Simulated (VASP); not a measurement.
Output of a VASP run:

### OUTCAR
```
 ion  position               nearest neighbor table
   1  0.333  0.667  0.250-   2 3.47   2 3.47   2 3.47   2 3.47   2 3.47   2 3.47
   2  0.667  0.333  0.750-   1 3.47   1 3.47   1 3.47   1 3.47   1 3.47   1 3.47
  LATTYP: Found a hexagonal cell.
 ALAT       =     3.6103696172
 C/A-ratio  =     1.5385987966
 Subroutine PRICEL returns:
 Original cell was already a primitive cell.
 Subroutine GETGRP returns: Found 24 space group operations
The static configuration has the point symmetry D_3d.
 The point group associated with its full space group is D_6h.
The dynamic configuration has the point symmetry D_3d.
 Subroutine INISYM returns: Found 24 space group operations
 Subroutine IBZKPT returns following result:
 Found    105 irreducible k-points:

 Following reciprocal coordinates:
            Coordinates               Weight
  0.000000  0.000000  0.000000      1.000000
  0.076923  0.000000  0.000000      6.000000
  0.153846  0.000000  0.000000      6.000000
  0.230769  0.000000  0.000000      6.000000
  0.307692  0.000000  0.000000      6.000000
  0.384615  0.000000  0.000000      6.000000
  0.461538  0.000000  0.000000      6.000000
  0.076923  0.076923  0.000000      6.000000
  0.153846  0.076923  0.000000     12.000000
  0.230769  0.076923  0.000000     12.000000
  0.307692  0.076923  0.000000     12.000000
  0.384615  0.076923  0.000000     12.000000
  0.461538  0.076923  0.000000      6.000000
  0.153846  0.153846  0.000000      6.000000
  0.230769  0.153846  0.000000     12.000000
  0.307692  0.153846  0.000000     12.000000
  0.384615  0.153846  0.000000     12.000000
  0.230769  0.230769  0.000000      6.000000
  0.307692  0.230769  0.000000     12.000000
  0.384615  0.230769  0.000000      6.000000
  0.307692  0.307692  0.000000      6.000000
  0.000000  0.000000  0.125000      2.000000
  0.076923  0.000000  0.125000     12.000000
  0.153846  0.000000  0.125000     12.000000
  0.230769  0.000000  0.125000     12.000000
  0.307692  0.000000  0.125000     12.000000
  0.384615  0.000000  0.125000     12.000000
  0.461538  0.000000  0.125000     12.000000
  0.076923  0.076923  0.125000     12.000000
  0.153846  0.076923  0.125000     24.000000
  0.230769  0.076923  0.125000     24.000000
  0.307692  0.076923  0.125000     24.000000
  0.384615  0.076923  0.125000     24.000000
  0.461538  0.076923  0.125000     12.000000
  0.153846  0.153846  0.125000     12.000000
  0.230769  0.153846  0.125000     24.000000
  0.307692  0.153846  0.125000     24.000000
  0.384615  0.153846  0.125000     24.000000
  0.230769  0.230769  0.125000     12.000000
  0.307692  0.230769  0.125000     24.000000
   k-points           NKPTS =    105   k-points in BZ     NKDIM =    105   number of bands    NBANDS=     13
   number of dos      NEDOS =    601   number of ions     NIONS =      2
   total plane-waves  NPLWV =  32928
   dimension x,y,z NGX =    28 NGY =   28 NGZ =   42
   dimension x,y,z NGXF=    56 NGYF=   56 NGZF=   84
   ions per type =               2
   PREC   = accura    normal or accurate (medium, high low for compatibility)
   ISTART =      0    job   : 0-new  1-cont  2-samecut
   ICHARG =      2    charge: 1-file 2-atom 10-const
   ISPIN  =      1    spin polarized calculation?
   LNONCOLLINEAR =      F non collinear calculations
   LSORBIT =      F    spin-orbit coupling
   INIWAV =      1    electr: 0-lowe 1-rand  2-diag
   ENCUT  =  520.0 eV  38.22 Ry    6.18 a.u.   6.71  6.71 10.33*2*pi/ulx,y,z
   NELM   =    100;   NELMIN=  2; NELMDL= -5     # of ELM steps
   EDIFF  = 0.1E-06   stopping-criterion for ELM
   LREAL  =      F    real-space projection
   NLSPLINE    = F    spline interpolate recip. space projectors
   LMAXMIX     =    6 max onsite mixed and CHGCAR
   VOSKOWN=      0    Vosko Wilk Nusair interpolation
   EDIFFG = 0.1E-05   stopping-criterion for IOM
   NSW    =      0    number of steps for IOM
...
```

OSZICAR:
```
       N       E                     dE             d eps       ncg     rms          rms(c)
DAV:   1     0.455967010856E+02    0.45597E+02   -0.83803E+03  2930   0.133E+03
DAV:   2    -0.615794072576E+02   -0.10718E+03   -0.10552E+03  3724   0.580E+02
DAV:   3    -0.676765031706E+02   -0.60971E+01   -0.58694E+01  4413   0.107E+02
DAV:   4    -0.679284863217E+02   -0.25198E+00   -0.24812E+00  4692   0.153E+01
DAV:   5    -0.679333262233E+02   -0.48399E-02   -0.48129E-02  4511   0.251E+00    0.299E+01
DAV:   6    -0.660351212805E+02    0.18982E+01   -0.51159E-01  4412   0.106E+01    0.157E+01
DAV:   7    -0.645870980005E+02    0.14480E+01   -0.52667E-01  4730   0.101E+01    0.786E-01
DAV:   8    -0.659786642506E+02   -0.13916E+01   -0.48314E-01  4834   0.786E+00    0.300E+00
DAV:   9    -0.657949244832E+02    0.18374E+00   -0.60769E-02  3578   0.348E+00    0.103E+00
DAV:  10    -0.657566793417E+02    0.38245E-01   -0.28131E-03  4297   0.785E-01    0.101E+00
DAV:  11    -0.657378778155E+02    0.18802E-01   -0.80348E-03  3290   0.128E+00    0.738E-01
DAV:  12    -0.657440088053E+02   -0.61310E-02   -0.98771E-02  3180   0.378E+00    0.176E-01
DAV:  13    -0.657479113358E+02   -0.39025E-02   -0.46889E-03  4231   0.925E-01    0.126E-01
DAV:  14    -0.657481406426E+02   -0.22931E-03   -0.11804E-04  4110   0.151E-01    0.127E-01
DAV:  15    -0.657481746239E+02   -0.33981E-04   -0.30634E-04  3687   0.229E-01    0.160E-01
DAV:  16    -0.657479772271E+02    0.19740E-03   -0.24643E-04  4440   0.185E-01    0.147E-01
DAV:  17    -0.657479291578E+02    0.48069E-04   -0.23923E-05  3972   0.573E-02    0.195E-01
DAV:  18    -0.657479087836E+02    0.20374E-04   -0.41737E-05  4500   0.876E-02    0.853E-02
DAV:  19    -0.657479052679E+02    0.35158E-05   -0.10602E-05  3381   0.477E-02    0.556E-02
DAV:  20    -0.657478575331E+02    0.47735E-04   -0.11696E-05  3296   0.462E-02    0.138E-02
DAV:  21    -0.657478903539E+02   -0.32821E-04   -0.78075E-06  3217   0.379E-02    0.606E-03
DAV:  22    -0.657478781611E+02    0.12193E-04   -0.29471E-06  3615   0.176E-02    0.354E-03
DAV:  23    -0.657478884307E+02   -0.10270E-04   -0.18162E-06  4023   0.169E-02    0.468E-03
DAV:  24    -0.657478860487E+02    0.23820E-05   -0.17588E-07  2633   0.541E-03    0.135E-03
DAV:  25    -0.657478865270E+02   -0.47828E-06   -0.22639E-08  1725   0.320E-03    0.792E-04
DAV:  26    -0.657478860924E+02    0.43459E-06   -0.25633E-08  1725   0.298E-03    0.576E-04
DAV:  27    -0.657478860416E+02    0.50812E-07   -0.13557E-08  1695   0.291E-03
   1 F= -.65747886E+02 E0= -.65747886E+02  d E =0.000000E+00
       N       E                     dE             ncg
```

**OUTCAR**
```
------------------------ aborting loop because EDIFF is reached ----------------------------------------
  FORCE on cell =-STRESS in cart. coord.  units (eV):
  Direction    XX          YY          ZZ          XY          YZ          ZX
  --------------------------------------------------------------------------------------
  Total        0.0624377      0.0624377      0.0939955     -0.0000000     -0.0000000      0.0000000
  in kB        1.5953150      1.5953150      2.4016332     -0.0000000     -0.0000000      0.0000000
  external PRESSURE =       1.8640877 kB  Pullay stress =       0.0000000 kB
  volume of cell :       62.71
      direct lattice vectors                 reciprocal lattice vectors
     1.805184784 -3.126671819  0.000000000     0.276979955 -0.159914449  0.000000000
     1.805184784  3.126671819  0.000000000     0.276979955  0.159914449  0.000000000
     0.000000000  0.000000000  5.554910348     0.000000000  0.000000000  0.180020907
 POSITION                                       TOTAL-FORCE (eV/Angst)
 -----------------------------------------------------------------------------------
      1.80518      1.04223      1.38873        -0.000000      0.000000      0.000000
      1.80518     -1.04223      4.16618         0.000000     -0.000000      0.000000
 -----------------------------------------------------------------------------------
    total drift:                                0.000004      0.000093     -0.000010
  FREE ENERGIE OF THE ION-ELECTRON SYSTEM (eV)
  ---------------------------------------------------
  free  energy   TOTEN  =       -65.7478860416 eV

  energy  without entropy=      -65.7478860416  energy(sigma->0) =      -65.74788604

 total charge

# of ion       s       p       d       tot
------------------------------------------
    1        0.492   6.495   1.101   8.089
    2        0.492   6.495   1.101   8.089
--------------------------------------------------
tot          0.984  12.990   2.203  16.177
```
(Selected blocks of OUTCAR.)

### POSCAR
```
Ho
1
    1.8051847844    -3.1266718195    -0.0000000000
    1.8051847844     3.1266718195    -0.0000000000
   -0.0000000000     0.0000000000     5.5549103484
Ho
2
Direct
  0.3333330000   0.6666670000   0.2500000000
  0.6666670000   0.3333330000   0.7500000000
```

Problem. Write an INCAR and KPOINTS that could have produced this output.

Solution. One answer among several that fit: the input of the run itself, r2SCAN meta-GGA, plane waves, VASP's PBE PAW potentials (set 64).

**KPOINTS_OPT**
```
k-points along high-symmetry lines
6
Line-mode
Reciprocal
  0.000000   0.000000   0.000000 ! GAMMA
 -0.000000   0.500000   0.000000 ! M

 -0.000000   0.500000   0.000000 ! M
 -0.333333   0.666667   0.000000 ! K

 -0.333333   0.666667   0.000000 ! K
  0.000000   0.000000   0.000000 ! GAMMA

  0.000000   0.000000   0.000000 ! GAMMA
  0.000000   0.000000   0.500000 ! A

  0.000000   0.000000   0.500000 ! A
 -0.000000   0.500000   0.500000 ! L

 -0.000000   0.500000   0.500000 ! L
 -0.333333   0.666667   0.500000 ! H

 -0.333333   0.666667   0.500000 ! H
  0.000000   0.000000   0.500000 ! A

 -0.000000   0.500000   0.500000 ! L
 -0.000000   0.500000   0.000000 ! M

 -0.333333   0.666667   0.500000 ! H
 -0.333333   0.666667   0.000000 ! K
```

INCAR:
```
! general
SYSTEM   =  Ho
PREC     =  Accurate
ENCUT    =  520
LREAL    =  F
LASPH    =  T

! electronic loop
EDIFF    =  1E-7
NELM     =  100
ALGO     =  Normal
LMAXMIX  =  6
LMIXTAU  =  T

! smearing
ISMEAR   =  -5

! functional
METAGGA  =  R2SCAN

! ions
ISIF     =  2

! output
LWAVE    =  F
LCHARG   =  F
LORBIT   =  11
NEDOS    =  601
```

**KPOINTS**
```
K-points
0
Gamma
  13 13 8
```

POTCAR, in this order: Ho_3 (PBE.64 set). Program: vasp_std.

The 4f electrons are frozen in the core of the lanthanide potential, so 4f levels, which can set the real gap, and their magnetism are missing. For a metal the tetrahedron method with Blöchl corrections gives inexact stress and forces.

The compound is Ho in the hcp structure. It was relaxed first.
